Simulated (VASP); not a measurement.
Output of a VASP run:

OSZICAR:
```
       N       E                     dE             d eps       ncg     rms          rms(c)
DAV:   1     0.341912671516E+03    0.34191E+03   -0.20193E+04  4326   0.201E+03
DAV:   2    -0.216565978446E+02   -0.36357E+03   -0.35232E+03  4882   0.469E+02
DAV:   3    -0.667066839014E+02   -0.45050E+02   -0.44540E+02  4820   0.146E+02
DAV:   4    -0.684567074245E+02   -0.17500E+01   -0.17434E+01  5350   0.310E+01
DAV:   5    -0.684975262592E+02   -0.40819E-01   -0.40766E-01  5278   0.443E+00    0.160E+01
DAV:   6    -0.599724017462E+02    0.85251E+01   -0.35776E+01  5882   0.568E+01    0.553E+00
DAV:   7    -0.600097846780E+02   -0.37383E-01   -0.21266E+00  4670   0.105E+01    0.395E+00
DAV:   8    -0.599408609325E+02    0.68924E-01   -0.30745E-01  5782   0.681E+00    0.703E-01
DAV:   9    -0.599261194661E+02    0.14741E-01   -0.77557E-02  6418   0.462E+00    0.399E-01
DAV:  10    -0.599262020595E+02   -0.82593E-04   -0.90003E-03  5198   0.729E-01    0.200E-01
DAV:  11    -0.599263800730E+02   -0.17801E-03   -0.68244E-04  5316   0.293E-01    0.873E-02
DAV:  12    -0.599263581829E+02    0.21890E-04   -0.25393E-04  6810   0.242E-01    0.226E-02
DAV:  13    -0.599263644148E+02   -0.62319E-05   -0.86969E-05  4934   0.654E-02    0.203E-02
DAV:  14    -0.599263622334E+02    0.21814E-05   -0.68759E-06  5410   0.269E-02    0.105E-02
DAV:  15    -0.599263617144E+02    0.51906E-06   -0.33210E-06  5252   0.132E-02    0.480E-03
DAV:  16    -0.599263615510E+02    0.16339E-06   -0.64366E-07  4426   0.688E-03    0.233E-03
DAV:  17    -0.599263614864E+02    0.64604E-07   -0.11184E-07  2516   0.291E-03
   1 F= -.59926361E+02 E0= -.59926361E+02  d E =0.000000E+00
```

**OUTCAR**
```
------------------------ aborting loop because EDIFF is reached ----------------------------------------
  FORCE on cell =-STRESS in cart. coord.  units (eV):
  Direction    XX          YY          ZZ          XY          YZ          ZX
  --------------------------------------------------------------------------------------
  Total        0.0437153      0.0437153      0.0437153     -0.0066739      0.0066739      0.0066739
  in kB        0.8182721      0.8182721      0.8182721     -0.1249231      0.1249231      0.1249231
  external PRESSURE =       0.8182721 kB  Pullay stress =       0.0000000 kB
  volume of cell :       85.59
      direct lattice vectors                 reciprocal lattice vectors
     0.000000000  2.203619914  2.203619914    -0.226908747  0.226890020  0.226908747
     2.203619914  0.000000000  2.203619914     0.226890020 -0.226908747  0.226908747
     8.813752242  8.813752242  0.000727413     0.056731869  0.056731869 -0.056731869
 POSITION                                       TOTAL-FORCE (eV/Angst)
 -----------------------------------------------------------------------------------
      8.81202      8.81202      0.00246        -0.007699     -0.007699      0.007699
      1.12970      1.12970      1.07392         0.007735      0.007735     -0.007735
      3.31124      3.31124      1.09600         0.000432      0.000432     -0.000432
      5.50197      5.50197      1.10889         0.002601      0.002601     -0.002601
      7.68386      7.68386      1.13062        -0.002725     -0.002725      0.002725
      4.42235      4.42235      4.39213         0.008802      0.008802     -0.008802
      4.40684      4.40684      0.00040        -0.002901     -0.002901      0.002901
      6.59771      6.59771      0.01315        -0.006246     -0.006246      0.006246
 -----------------------------------------------------------------------------------
    total drift:                                0.000048      0.000048     -0.000046
  FREE ENERGIE OF THE ION-ELECTRON SYSTEM (eV)
  ---------------------------------------------------
  free  energy   TOTEN  =       -59.9263614864 eV

  energy  without entropy=      -59.9263614864  energy(sigma->0) =      -59.92636149

 total charge

# of ion       s       p       d       tot
------------------------------------------
    1        0.794   0.946  10.199  11.939
    2        1.218   2.560   0.000   3.778
    3        1.217   2.613   0.000   3.829
    4        1.217   2.611   0.000   3.828
    5        1.217   2.587   0.000   3.804
    6        0.370   0.440   0.000   0.810
    7        0.368   0.439   0.000   0.807
    8        0.370   0.441   0.000   0.811
--------------------------------------------------
tot          6.771  12.637  10.199  29.607

 Electric field gradients after diagonalization (V/A^2)
 (convention: |V_zz| > |V_xx| > |V_yy|)
----------------------------------------------------------------------
 ion       V_xx      V_yy      V_zz     asymmetry (V_yy - V_xx)/ V_zz
----------------------------------------------------------------------
   1      -3.653    -3.649     7.302       0.001
   2       7.433     7.431   -14.865       0.000
   3       0.661     0.660    -1.321       0.001
   4       0.976     0.975    -1.952       0.000
   5     -10.209   -10.207    20.416       0.000
   6       0.809     0.809    -1.618       0.000
   7       0.386     0.386    -0.772       0.001
   8      -0.586    -0.586     1.172       0.000
```
(Selected blocks of OUTCAR.)

POSCAR:
```
Al3GaN4
1
   -0.0000000000     2.2036199136     2.2036199136
    2.2036199136    -0.0000000000     2.2036199136
    8.8137522418     8.8137522418     0.0007274127
Ga N Al
1 4 3
Direct
  0.0003933172   0.0003933172   0.9997050121
  0.2436596667   0.2436596667   0.0672552500
  0.2486289919   0.2486289919   0.3135282561
  0.2515142545   0.2515142545   0.5613643091
  0.2564040778   0.2564040778   0.8076969417
  0.9965293266   0.9965293266   0.2526030050
  0.0000092586   0.0000092586   0.4999930561
  0.0028611065   0.0028611065   0.7478541701
```

Problem. Reconstruct the remaining input files.

Solution. This is not unique; one that fits is the input of the run itself, PBEsol GGA, plane waves, VASP's PBE PAW potentials (set 64).

**INCAR**
```
SYSTEM = Al3GaN4
PREC = Accurate
ENCUT = 520
EDIFF = 1E-7
NELM = 100
ALGO = Normal
LREAL = .FALSE.
LASPH = .TRUE.
ISMEAR = -5
GGA = PS
LMAXMIX = 4
LWAVE = .FALSE.
LCHARG = .TRUE.
LORBIT = 11
NEDOS = 601
ISIF = 2
LEFG = .TRUE.
```

KPOINTS:
```
Automatic mesh
0
Gamma
10 10 3
0 0 0
```

POTCAR, in this order: Ga_d N Al (PBE.64 set). Program: vasp_std.

The structure was generated: Al3GaN4 was put into an ordered model structure (R3m), which need not be its known phase. It was relaxed first.
